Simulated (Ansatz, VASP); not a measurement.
## SbSe2: VASP beside Ansatz

Aim: how closely do two programs agree when they are given the same cell, functional and k mesh? The cell is invented: As first built, before any earlier steps moved the atoms (in the runner's words): it takes the VSe2 structure with some of its atoms replaced by other elements, volume scaled by an estimate. It may not be a known or stable phase. The cell is a member of a volume series, scaled by 0.94 from a relaxed one, so a pressure remains.

Program: Ansatz 0.2.0. Level of theory: plane waves, with VASP 6.6.1 beside it; single point at PBE. Results are calculated unless marked as measured.

## 1. The structure

The structure is trigonal, space group P-3m1 (No. 164). Conventional cell: a = 3.810 Å, b = 3.810 Å, c = 6.289 Å, α = 90.00°, β = 90.00°, γ = 120.00°. Sb has 6 Se at 2.75 Å nearest. Nearest to Se lie 3 Sb at 2.75 Å. As first built, before any earlier steps moved the atoms (in the runner's words): sites of the VSe2 structure (space group 164) filled with other elements, volume scaled by an estimate. Farther neighbours and most contacts between anions are not listed.

## 2. Ansatz: single point, PBE, volume scaled by 0.94

Ansatz runs on its default PAW (the set named soft_2) files.

With cell and atoms fixed, the geometry can't cause a difference; cores, projectors, grids and the points listed under the comparison can.

The input, input.yaml:

```yaml
crystal:
  lattice:
    - [3.8097737422, 3.49e-08, 0.0]
    - [-1.9048863216, 3.2993602365, 0.0]
    - [0.0, 0.0, 6.2887688618]
  atoms:
    - { symbol: Sb, position: [0.0, 0.0, 0.0] }
    - { symbol: Se, position: [0.33333333, 0.66666667, 0.2621724083] }
    - { symbol: Se, position: [0.66666667, 0.33333333, 0.7378275917] }
hamiltonian:
  xc: pbe
  pseudopotentials: { kind: paw }
kpoints:
  mp_grid: { grid: [7, 7, 4] }
scf:
  occupations: { method: gaussian, width: 0.05 }
  n_extra_bands: 4
output:
  forces: true
  stress: true
  eigenvalues: true
  write_density: true
  write_potential: true
  elf: true
  volumetric_format: npy
```

Run with:

```
$ ansatz run input.yaml --threads 2 --pin off --max-ram 4608MiB --backend cpu --events-out ev --progress --plain --runs-dir out
```

Numbers of over 12 decimals in the logs are rounded to 6 here.

Log:

```text
Warning: the atoms were moved onto the symmetric positions of the space group found under crystal.symmetry.tolerance 1.0e-5 (fractional; no operation is sought that the atoms, as they stand in a round, miss by more than twice it, and no atom is moved by as much as it), and the run uses the moved positions. Before a round's move an operation carried an atom to 3.81e-8 Å from where it should land, the largest such dist [...]
scf.n_extra_bands = 4 over 24 filled bands (N_el = 47.0): the run solves 28 bands
Engine: ansatz 0.2.0, aarch64-unknown-linux-gnu
Pseudopotentials: kind: paw
Pseudopotential: Sb, paw, valence charge 15, recommended cutoff 420 eV (normal), Sb.paw.azcp
Pseudopotential: Se, paw, valence charge 16, recommended cutoff 420 eV (normal), Se.paw.azcp
Functional definition: PBE
  parameter kappa = 0.804
  parameter beta = 0.066725
  exchange = pbe_x(kappa = kappa, mu = beta*pi^2/3)
  correlation = pbe_c(beta = beta)
Crystal: 3 atoms, lattice volume = 79.049 Å³
Basis set: ecut = 420 eV, 1521 PW (Γ), exchange–correlation on 54×54×90 points (8 copies of the dense FFT grid, shifted against one another)
Bands: 28, of which v1, the nominal top of the filled ones, is band 24 counted from 1 (23 counted from 0)
Symmetry: 12 space group operations
Space group: P-3m1 (ITA 164), of the structure as read, at distance tolerance 4.3e-5 Å
k-points: 28 of 196
Non-local potential: Sb, projectors of the file, l = 0: 2, l = 1: 2, l = 2: 2, l = 3: 2
Non-local potential: Se, projectors of the file, l = 0: 2, l = 1: 2, l = 2: 3, l = 3: 1
PAW form: soft (Blöchl's): semilocal exchange-correlation on the pseudo side does not see the compensation charge
PAW one-centre angular grid: Sb, 590 points (default); XC on 64 Gauss nodes
PAW one-centre angular grid: Se, 590 points (default); XC on 64 Gauss nodes
Initial density: superposition of atomic densities (neutral atoms: chi_scale 0, normalization atom), corrected by the library's trained network
Initial wavefunctions: pseudopotential atomic-orbital guess
Functional: x = pbe(κ = 0.804, μ = 0.219515), c = pbe(β = 0.066725)
SCF iter   1: F=—  HF=-17423.023816 eV  |F-HF|=—  |Δ(HF+E_count)|=         —  Δρ=1.83e-3  dr2=4.03e-3  ethr=1.77e-3  ⟨swp⟩=6.6  Hψ=3400  notcnv=0
preconditioner: auto → LDOS  [insulator: Δε(μ)=0.070 eV  Ē_g=9.411 eV  σ=0.050 eV  W_gap=0.59  n_scr=22 (ndim 8)  ℏωp=17.2 eV  f_vac=0.058  D(μ)=2.72/eV (n_scr^D=22)  ε∞_Penn≈4.3  β→1.0]
SCF iter   2: F=—  HF=-17423.023604 eV  |F-HF|=—  |Δ(HF+E_count)|=   2.12e-4  Δρ=9.42e-4  dr2=1.05e-3  ethr=8.58e-6  ⟨swp⟩=3.0  Hψ=1798  notcnv=0  defer=9
SCF iter   3: F=—  HF=-17423.023405 eV  |F-HF|=—  |Δ(HF+E_count)|=   1.99e-4  Δρ=3.23e-4  dr2=1.84e-4  ethr=2.24e-6  ⟨swp⟩=3.0  Hψ=1397  notcnv=0  defer=9
SCF iter   4: F=—  HF=-17423.023395 eV  |F-HF|=—  |Δ(HF+E_count)|=   1.01e-5  Δρ=1.18e-4  dr2=3.40e-5  ethr=3.92e-7  ⟨swp⟩=2.0  Hψ=910  notcnv=0  defer=9
SCF iter   5: F=—  HF=-17423.023388 eV  |F-HF|=—  |Δ(HF+E_count)|=   7.64e-6  Δρ=3.65e-5  dr2=1.74e-6  ethr=7.23e-8  ⟨swp⟩=2.0  Hψ=937  notcnv=0  defer=9
SCF iter   6: F=-17423.023388 eV  HF=-17423.023388 eV  |F-HF|=3.58e-8  |Δ(HF+E_count)|=   1.35e-7  Δρ=5.62e-6  dr2=5.66e-8  ethr=2.13e-10  ⟨swp⟩=8.2  Hψ=5554  notcnv=0
SCF 1 converged in 6 iterations: F = -17423.023388 eV  dr2 = 5.66e-8
  greatest PAW one-centre occupation: 1.000 electrons in one spin orbital (limit 2), on the Se atom at site 2 (counted from 0), in its partial waves of l = 2
SCF converged after 6 iterations
Free energy (F): -17423.023388 eV
Harris-Foulkes:  -17423.023388 eV  (|F-HF|=3.58e-8)
Internal energy: -17423.019807 eV  (E = F + TS)
E sigma→0 (E₀):  -17423.021597 eV
Entropy (-TS):   -0.003581 eV (-1.194 meV/atom)
Fermi energy:    8.716270 eV
--- Per-component energies (eV) ---
  E_band       = -938.173335
  E_kinetic    = 444.292266
  E_local      = -6666.037521  (includes V_loc(G=0)·N_el)
  E_nonlocal   = -827.908966
  E_hartree    = 3230.899947
  E_xc         = -347.163885
  E_vxc        = -292.956254  (∫ρ·V_xc dr)
  E_paw        = -8398.452156  (= ΣΔE_a)
  E_vpaw       = -57.361135  (= ΣTr[D̂ρ^β])
  E_aug_tail   = -0.001200  (compensation charges beyond the density's cutoff)
  E_ewald      = -4858.648292
  E_smearing   = -0.003581  (= −TS)
  E_closure    = -0.000000  (closes the sum)
  Σ components = -17423.023388   (vs F -17423.023388, Δ=0.00e0)
--- Forces (eV/Å), atoms counted from 1 ---
  atom   1  Sb     0.00000000     0.00000000     0.00000000
  atom   2  Se     0.00000000     0.00000000     0.51326966
  atom   3  Se    -0.00000000    -0.00000000    -0.51326966
  max |Σ_I F_I| component: 1.73e-18 eV/Å
--- Stress (GPa, compression-positive) ---
        4.028648       0.000000       0.000000
        0.000000       4.028648      -0.000000
       -0.000000      -0.000000       4.114989
  P = ⅓ Tr σ = 4.0574 GPa (40.574 kbar)
--- Band table (eV; the first three rows and the last of 28) ---
  k-point 0: bands = [... 20 lower, 7.3076, 7.6346, 7.6346, 7.9336, 10.4766, 11.3663, 11.3663, 15.2859]
  k-point 1: bands = [... 20 lower, 7.0764, 7.7253, 7.7253, 8.9110, 10.3497, 11.2284, 11.2284, 15.3877]
  k-point 2: bands = [... 20 lower, 7.0405, 7.8091, 7.8091, 9.5393, 10.1020, 11.0939, 11.0939, 15.1973]
  k-point 27: bands = [... 20 lower, 4.2977, 7.1988, 7.3757, 9.1398, 11.2073, 11.7054, 12.6138, 15.6365]
```

Wall time 2.7 s (2 threads of Arm Neoverse V2, shared host); peak memory 0.38 GiB.

The run ends at a pressure of 4.06 GPa, with forces up to 0.51 eV/Å.

## 3. VASP: single point, PBE, volume scaled by 0.94

The same cell, functional, mesh and smearing now go to VASP, with its own data sets and cutoff.

Lines of VASP's logs that name or quote its potential files are left out, and so is its time.

The input, INCAR:

```
SYSTEM = SbSe2
PREC = Accurate
ENCUT = 400
EDIFF = 1E-06
NELM = 100
ISMEAR = 0
SIGMA = 0.05
LREAL = .FALSE.
ALGO = Normal
GGA = PE
LORBIT = 11
LWAVE = .FALSE.
LCHARG = .FALSE.
ISIF = 2
```

The input, POSCAR:

```
SbSe2
1.0
    3.8097737422      0.0000000349      0.0000000000
   -1.9048863216      3.2993602365      0.0000000000
    0.0000000000      0.0000000000      6.2887688618
Sb Se
1 2
Direct
    0.0000000000      0.0000000000      0.0000000000
    0.3333333300      0.6666666700      0.2621724083
    0.6666666700      0.3333333300      0.7378275917
```

The input, KPOINTS:

```
Automatic mesh
0
Gamma
7 7 4
0 0 0
```

Potentials, in the order of the species: Sb and Se (PBE family, release 64).

Run with:

```
$ mpirun -np 1 vasp_std
```

Log:

```text
[banner, memory and clock lines left out]
running    1 mpi-ranks, on    1 nodes
 distrk:  each k-point on    1 cores,    1 groups
 distr:  one band on    1 cores,    1 groups

 POSCAR found type information on POSCAR SbSe
 POSCAR found :  2 types and       3 ions
 LDA part: xc-table for (Slater+PW92), standard interpolation
 POSCAR, INCAR and KPOINTS ok, starting setup
 FFT: planning ... GRIDC
 FFT: planning ... GRID_SOFT
 FFT: planning ... GRID
 WAVECAR not read
 entering main loop
       N       E                     dE             d eps       ncg     rms          rms(c)
DAV:   1     0.717773314635E+02    0.71777E+02   -0.53130E+03   672   0.885E+02
DAV:   2    -0.635164419142E+01   -0.78129E+02   -0.74453E+02   900   0.170E+02
DAV:   3    -0.116877131518E+02   -0.53361E+01   -0.52333E+01   864   0.499E+01
DAV:   4    -0.117634213526E+02   -0.75708E-01   -0.75469E-01   756   0.643E+00
DAV:   5    -0.117644126824E+02   -0.99133E-03   -0.99109E-03   796   0.771E-01    0.509E+00
DAV:   6    -0.115321601520E+02    0.23225E+00   -0.33570E-01   692   0.446E+00    0.339E+00
DAV:   7    -0.115324075014E+02   -0.24735E-03   -0.15396E-01   764   0.229E+00    0.114E+00
DAV:   8    -0.115323208820E+02    0.86619E-04   -0.42102E-03   760   0.598E-01    0.401E-01
DAV:   9    -0.115327567696E+02   -0.43589E-03   -0.13749E-03   724   0.317E-01    0.105E-01
DAV:  10    -0.115327533360E+02    0.34336E-05   -0.58152E-05   836   0.569E-02    0.417E-02
DAV:  11    -0.115327700642E+02   -0.16728E-04   -0.40759E-05   712   0.512E-02    0.138E-02
DAV:  12    -0.115327692948E+02    0.76948E-06   -0.61808E-06   744   0.185E-02
   1 F= -.11532769E+02 E0= -.11530944E+02  d E =-.365086E-02
```

Parts of OUTCAR (step 3):

```text
ion  position               nearest neighbor table
   1  0.000  0.000  0.000-   2 2.75   3 2.75   3 2.75   2 2.75   3 2.75   2 2.75
   2  0.333  0.667  0.262-   1 2.75   1 2.75   1 2.75
   3  0.667  0.333  0.738-   1 2.75   1 2.75   1 2.75

  LATTYP: Found a hexagonal cell.
 ALAT       =     3.8097737422
 C/A-ratio  =     1.6506935286

 Subroutine GETGRP returns: Found 12 space group operations
 (whereof 12 operations were pure point group operations)

The static configuration has the point symmetry D_3d.

 Found     28 irreducible k-points:

   k-points           NKPTS =     28   k-points in BZ     NKDIM =     28   number of bands    NBANDS=     12

   dimension x,y,z NGX =    28 NGY =   28 NGZ =   42
   dimension x,y,z NGXF=    56 NGYF=   56 NGZF=   84

   ENCUT  =  400.0 eV  29.40 Ry    5.42 a.u.   6.21  6.21 10.26*2*pi/ulx,y,z

   NELECT =      17.0000    total number of electrons

 k-points in reciprocal lattice and weights: Automatic mesh
   0.00000000  0.00000000  0.00000000       0.005
   0.14285714  0.00000000  0.00000000       0.031
   0.28571429 -0.00000000  0.00000000       0.031
   0.42857143  0.00000000  0.00000000       0.031
   0.14285714  0.14285714  0.00000000       0.031
   0.28571429  0.14285714  0.00000000       0.061
   0.42857143  0.14285714  0.00000000       0.031
   0.28571429  0.28571429  0.00000000       0.031
   0.00000000  0.00000000  0.25000000       0.010
[...]
0.42857143  0.14285714  0.50000000       0.031
   0.28571429  0.28571429  0.50000000       0.031

 average (electrostatic) potential at core
       1 -88.7183       2 -53.5715       3 -53.5715

 E-fermi :   4.7412

 k-point     1 :       0.0000    0.0000    0.0000
  band No.  band energies     occupation
    ...
      5       3.1412      2.00000
      6       3.3377      2.00000
      7       3.6572      2.00000
      8       3.6572      2.00000
      9       3.9513      2.00000
     10       6.4866      0.00000
     11       7.3836      0.00000
     12       7.3836      0.00000

 k-point     2 :       0.1429    0.0000    0.0000
  band No.  band energies     occupation
    ...
      4       1.3622      2.00000
      5       2.3633      2.00000
      6       2.4938      2.00000
      7       3.6545      2.00000
      8       3.8770      2.00000
      9       5.2358      0.00000
     10       6.7450      0.00000
     11       7.5968      0.00000
     12       7.6521      0.00000

 k-point     3 :       0.2857   -0.0000    0.0000
  band No.  band energies     occupation
    ...
      4      -0.1021      2.00000
      5       1.0745      2.00000
      6       1.7111      2.00000
      7       3.2839      2.00000
      8       3.8013      2.00000
      9       4.7906      0.16291
     10       6.9727      0.00000
     11       7.9748      0.00000
     12       8.6538      0.00000

  Total        1.9713797      1.9713789      2.0359690      0.0000003      0.0000000     -0.0000000
  in kB       39.9563949     39.9563806     41.2655069      0.0000070      0.0000000     -0.0000000
  external PRESSURE =      40.3927608 kB  Pullay stress =       0.0000000 kB

  energy-cutoff  :      400.00
  volume of cell :       79.05
      direct lattice vectors                 reciprocal lattice vectors
     3.809773742  0.000000035  0.000000000     0.262482778  0.151544487  0.000000000
    -1.904886322  3.299360237  0.000000000    -0.000000003  0.303089061  0.000000000
     0.000000000  0.000000000  6.288768862     0.000000000  0.000000000  0.159013636

 POSITION                                       TOTAL-FORCE (eV/Angst)
 -----------------------------------------------------------------------------------
      0.00000      0.00000      0.00000         0.000000      0.000000      0.000000
      0.00000      2.19957      1.64874        -0.000000      0.000000      0.517393
      1.90489      1.09979      4.64003         0.000000     -0.000000     -0.517393
 -----------------------------------------------------------------------------------
    total drift:                               -0.000000     -0.000000      0.000000

  FREE ENERGIE OF THE ION-ELECTRON SYSTEM (eV)
  ---------------------------------------------------
  free  energy   TOTEN  =       -11.5327692948 eV

  energy  without entropy=      -11.5291184321  energy(sigma->0) =      -11.53094386

 total charge
# of ion       s       p       d       tot
------------------------------------------
    1        1.227   0.990   0.096   2.313
    2        1.494   2.264   0.032   3.790
    3        1.494   2.264   0.032   3.790
--------------------------------------------------
tot          4.214   5.517   0.161   9.892

[... 3 further parts left out ...]
```

The run ends at a pressure of 4.04 GPa, with forces up to 0.52 eV/Å.

## 4. Comparison

Known differences besides the potentials themselves: the data sets hold 47 valence electrons in Ansatz (default PAW (the set named soft_2) files) and 17 in VASP; the cutoff is 420 eV in Ansatz and 400 eV in VASP; VASP leaves aspherical gradient terms in its spheres out (LASPH is not set), Ansatz keeps them. Total energies have different zeros and are not compared.

Compared:

| quantity | Ansatz | VASP | difference |
| --- | --- | --- | --- |
| pressure (GPa) | 4.06 | 4.04 | +0.02 |

Forces (eV/Å; atoms numbered as in POSCAR):

| atom | Ansatz x, y, z | VASP x, y, z |
| --- | --- | --- |
| Sb1 | 0.000, 0.000, 0.000 | 0.000, 0.000, 0.000 |
| Se2 | 0.000, 0.000, 0.513 | 0.000, 0.000, 0.517 |
| Se3 | 0.000, 0.000, -0.513 | 0.000, 0.000, -0.517 |

The forces differ by 1.9 meV/Å r.m.s., which is 0.8 % of the r.m.s. force of 0.24 eV/Å (both taken over all components). Ansatz's pressure holds a Pulay correction of 0.02 GPa; VASP's holds none.

## 5. VASP: single point, PBE, volume scaled by 0.96

With cell and atoms fixed, the geometry can't cause a difference; cores, projectors, grids and the points listed under the comparison can. The cell compared in this pair holds 80.73 Å³, against 79.05 Å³ for the pair before.

INCAR is that of step 3.

The input, POSCAR:

```
SbSe2
1.0
    3.8366040187      0.0000000351      0.0000000000
   -1.9183014560      3.3225959333      0.0000000000
    0.0000000000      0.0000000000      6.3330574256
Sb Se
1 2
Direct
    0.0000000000      0.0000000000      0.0000000000
    0.3333333300      0.6666666700      0.2621724083
    0.6666666700      0.3333333300      0.7378275917
```

KPOINTS is that of step 3.

Run with:

```
$ mpirun -np 1 vasp_std
```

Log:

```text
[... set-up lines as in an earlier step ...]
 entering main loop
       N       E                     dE             d eps       ncg     rms          rms(c)
DAV:   1     0.738246034066E+02    0.73825E+02   -0.52441E+03   672   0.879E+02
DAV:   2    -0.598797613092E+01   -0.79813E+02   -0.75451E+02   884   0.169E+02
DAV:   3    -0.117101260093E+02   -0.57221E+01   -0.56030E+01   812   0.513E+01
DAV:   4    -0.118029767688E+02   -0.92851E-01   -0.92265E-01   804   0.704E+00
[...]
DAV:  11    -0.115674133233E+02   -0.18111E-04   -0.44786E-05   700   0.536E-02    0.140E-02
DAV:  12    -0.115674123053E+02    0.10180E-05   -0.70313E-06   760   0.198E-02    0.602E-03
DAV:  13    -0.115674122997E+02    0.56314E-08   -0.15582E-06   408   0.885E-03
   1 F= -.11567412E+02 E0= -.11565546E+02  d E =-.373225E-02
```

From OUTCAR (step 5):

```text
  Total        1.2689948      1.2689943      1.3091855      0.0000002     -0.0000000     -0.0000000
  in kB       25.1844505     25.1844415     25.9820748      0.0000044     -0.0000000     -0.0000000
  external PRESSURE =      25.4503223 kB  Pullay stress =       0.0000000 kB

 POSITION                                       TOTAL-FORCE (eV/Angst)
 -----------------------------------------------------------------------------------
      0.00000      0.00000      0.00000         0.000000      0.000000      0.000000
      0.00000      2.21506      1.66035         0.000000      0.000000      0.333428
      1.91830      1.10753      4.67270        -0.000000     -0.000000     -0.333428
 -----------------------------------------------------------------------------------
    total drift:                               -0.000000     -0.000000     -0.000000

  FREE ENERGIE OF THE ION-ELECTRON SYSTEM (eV)
  ---------------------------------------------------
  free  energy   TOTEN  =       -11.5674122997 eV

  energy  without entropy=      -11.5636800500  energy(sigma->0) =      -11.56554617

[... 1 part as in an earlier step ...]

[... 2 further parts left out ...]
[key lines of the parts left out:]
E-fermi :   4.4839
```

The run ends at a pressure of 2.55 GPa, with forces up to 0.33 eV/Å.

## 6. Ansatz: single point, PBE, volume scaled by 0.96

The same cell, functional, mesh and smearing now go to Ansatz, which takes its cutoff from its data sets.

The cell is a member of a volume series, scaled by 0.96 from a relaxed one, so a pressure remains.

Changes to input.yaml since step 2:

```diff
@@ -2,5 +2,5 @@
   lattice:
-    - [3.8097737422, 3.49e-08, 0.0]
-    - [-1.9048863216, 3.2993602365, 0.0]
-    - [0.0, 0.0, 6.2887688618]
+    - [3.8366040187, 3.51e-08, 0.0]
+    - [-1.918301456, 3.3225959333, 0.0]
+    - [0.0, 0.0, 6.3330574256]
   atoms:
```

Run with:

```
$ ansatz run input.yaml --threads 2 --pin off --max-ram 4608MiB --backend cpu --events-out ev --progress --plain --runs-dir out
```

Log:

```text
[...]
Crystal: 3 atoms, lattice volume = 80.731 Å³
Basis set: ecut = 420 eV, 1581 PW (Γ), exchange–correlation on 54×54×90 points (8 copies of the dense FFT grid, shifted against one another)
Bands: 28, of which v1, the nominal top of the filled ones, is band 24 counted from 1 (23 counted from 0)
Symmetry: 12 space group operations
[...]
--- Band table (eV; the first three rows and the last of 28) ---
  k-point 0: bands = [... 20 lower, 6.9975, 7.3493, 7.3493, 7.5740, 10.1529, 11.0115, 11.0115, 14.9833]
  k-point 1: bands = [... 20 lower, 6.7996, 7.4376, 7.4376, 8.5382, 10.0147, 10.8799, 10.8799, 15.0692]
  k-point 2: bands = [... 20 lower, 6.7644, 7.5190, 7.5190, 9.1618, 9.7553, 10.7511, 10.7511, 14.8688]
  k-point 27: bands = [... 20 lower, 4.0941, 6.9239, 7.0967, 8.7783, 10.8745, 11.3591, 12.2433, 15.3235]
[key lines of the parts left out:]
SCF converged after 6 iterations
Free energy (F): -17423.058123 eV
Fermi energy:    8.377349 eV
P = ⅓ Tr σ = 2.5859 GPa (25.859 kbar)
```

It took 2.7 s on 2 threads; peak memory 0.38 GiB; 4.8 s of CPU time.

The run ends at a pressure of 2.59 GPa, with forces up to 0.33 eV/Å.

(Part 1 of 2 ends here.)

[Lines on the potential files, build, host, timing and source positions are cut from VASP's logs without a mark.]

[Logs are printed without paths, hosts, clocks, repeated set-up lines and the standing remarks that a program may print on its own settings, such as how far it seeks lower states.]

[Hosts, paths, dates, database ids (printed as entryN), source tags and the programs' standing remarks are cut or masked in the printed files.]
